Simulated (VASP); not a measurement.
Input of a VASP 6.6.1 run:

The input INCAR:

```
PREC = Normal ; ENCUT = 520
EDIFF = 1E-4 ; ISMEAR = 0
SIGMA = 0.15 ; LREAL = F
LASPH = T ; NELM = 60
ALGO = Fast ; ISIF = 3
LWAVE = F ; LCHARG = F
GGA = PE ; IBRION = 2
NSW = 24 ; EDIFFG = -0.08
```

Contents of KPOINTS:

```
regular mesh
0
Gamma
  4 4 2
```

POSCAR

```
BeZn2Se3
1.0
    4.2041439600      0.0000000000      0.0000000000
   -2.1020719800      3.6408954700      0.0000000000
    0.0000000000      0.0000000000      9.6568774000
Be Zn Se
1 2 3
Direct
    0.0000000000      0.0000000000      0.5000000000
    0.0000000000      0.0000000000      0.7907697100
    0.0000000000      0.0000000000      0.2092302900
    0.3333333300      0.6666666700      0.0000000000
    0.6666666700      0.3333333300      0.0000000000
    0.0000000000      0.0000000000      0.0000000000
```

Potentials or basis: VASP PAW PBE potentials, release 64 (Be, Zn, Se).

Run with:

```sh
$ cat potpaw_PBE.64/Be/POTCAR potpaw_PBE.64/Zn/POTCAR potpaw_PBE.64/Se/POTCAR > POTCAR
$ mpirun -np 1 vasp_std > vasp.out
```

(1) Predict the relaxed volume.

(2) Estimate the band gap on the k mesh.

Answers

(1) 33.77 Å³/atom.

(2) none (metal or under the smearing width).

Caveat: the k mesh is coarse (spacing up to 0.43 Å⁻¹), so the values aren't converged; the volume moved by over 15 % at a fixed basis, so the end points are rough.
